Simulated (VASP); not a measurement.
Input for VASP

POSCAR:
```
BaTiO3
1
    3.9835924449     0.0000000000     0.0000000000
    0.0000000000     3.9835924449    -0.0000000000
    0.0000000000    -0.0000000000     4.1482869473
Ba Ti O
1 1 3
Direct
  0.0000000000   0.0000000000   0.0068883892
  0.5000000000   0.5000000000   0.5254378931
  0.5000000000   0.5000000000   0.9657435521
  1.0000000000   0.5000000000   0.4829650828
  0.5000000000   0.0000000000   0.4829650828
```

**INCAR**
```
SYSTEM = BaTiO3
PREC = Accurate
ENCUT = 520
EDIFF = 1E-7
NELM = 100
ALGO = Normal
LREAL = .FALSE.
LASPH = .TRUE.
ISMEAR = -5
GGA = PE
IVDW = 13
LMAXMIX = 4
LWAVE = .FALSE.
LCHARG = .TRUE.
LORBIT = 11
NEDOS = 601
ISIF = 2
LEFG = .TRUE.
```

**KPOINTS**
```
Automatic
0
G
6 6 6
```

POTCAR, in this order: Ba_sv Ti_sv O (PBE.64 set). Program: vasp_std.

Write an equivalent input for Ansatz.

One equivalent input (not run):
Ansatz 0.2 input:
```yaml
crystal:
  lattice:
    - [3.9835924, 0.0000000, 0.0000000]
    - [0.0000000, 3.9835924, 0.0000000]
    - [0.0000000, 0.0000000, 4.1482869]
  atoms:
    - { symbol: Ba, position: [0.0000000, 0.0000000, 0.0068884] }
    - { symbol: Ti, position: [0.5000000, 0.5000000, 0.5254379] }
    - { symbol: O, position: [0.5000000, 0.5000000, 0.9657436] }
    - { symbol: O, position: [1.0000000, 0.5000000, 0.4829651] }
    - { symbol: O, position: [0.5000000, 0.0000000, 0.4829651] }
kpoints:
  mp_grid: { grid: [6, 6, 6] }
hamiltonian:
  xc: pbe
  dispersion: d4
  pseudopotentials: { kind: paw }
scf:
  occupations: { method: tetrahedron }
  max_iter: 100
output: { forces: true, stress: true, eigenvalues: true }
```
The two are equivalent in intent, not identical: each code has its own PAW files, so the cut-off isn't converted (ENCUT is set for VASP's; basis.ecutwfc is left out, and Ansatz then takes the one that its files recommend); Ansatz stops its SCF on the density residual and VASP on the energy change (EDIFF); the field gradients of LEFG aren't asked of the other code.

The compound is BaTiO3 in the tetragonal perovskite structure. It was relaxed first.
